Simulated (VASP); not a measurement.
Here is the system:

```yaml
crystal:
  lattice:
    - [0.00000, 2.15858, 2.15858]
    - [2.15858, 0.00000, 2.15858]
    - [2.15858, 2.15858, 0.00000]
  atoms:
    - { symbol: Ta, position: [0.00000, 0.00000, 0.00000] }
    - { symbol: C, position: [0.50000, 0.50000, 0.50000] }
```

All values below come from PBE GGA, VASP's PBE PAW potentials (set 64) (plane waves; VASP). Numerical set-up: 620 eV cut-off, 15×15×15 Γ-centred mesh, first-order Methfessel-Paxton smearing of 0.10 eV, potentials Ta_pv C.

Unless said otherwise, spin-orbit coupling is left out, though it shifts the bands of the heavy elements here.

Problem. Predict the energy per atom (σ→0), pressure, band gap (on the k-mesh) with the smallest direct gap where there is one.

Solution. 
- band gap (on the k-mesh) = none (metal, semimetal or under 0.01 eV)
- energy per atom (σ→0) = -10.949 eV/atom
- pressure = 45.01 GPa

Total energies compare only between runs with the same potentials, cut-off and functional.

The compound is TaC in the rock salt structure. It was relaxed first under an external pressure of 45 GPa. The electron count is odd and the run is not spin-polarised, which forces a metal.
